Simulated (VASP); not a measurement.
Input:

```
BN
1.0
    0.00000     1.80750     1.80750
    1.80750     0.00000     1.80750
    1.80750     1.80750     0.00000
B N
1 1
Direct
  0.00000   0.00000   0.00000
  0.25000   0.25000   0.25000
```
Cell charge -0.1.

Level of theory: PBE GGA, VASP's PBE PAW potentials (set 64) (plane waves; VASP). Run with NELECT = 8.1, 520 eV cut-off, 11×11×11 Γ-centred mesh, Gaussian smearing of 0.050 eV, potentials B N.

The cell is charged, with a uniform compensating background.

Problem. Give the stress tensor in GPa (positive for a compressed cell).

Solution. 
```
22.57   0.00   0.00
 0.00  22.57   0.00
 0.00   0.00  22.57
```
The pressure is its mean diagonal, 22.57 GPa.

The compound is BN in the zinc blende structure. The cell was not relaxed at this level. The run is one of a series of settings (NELECT = 8.1 against the base run), some of them coarse on purpose.
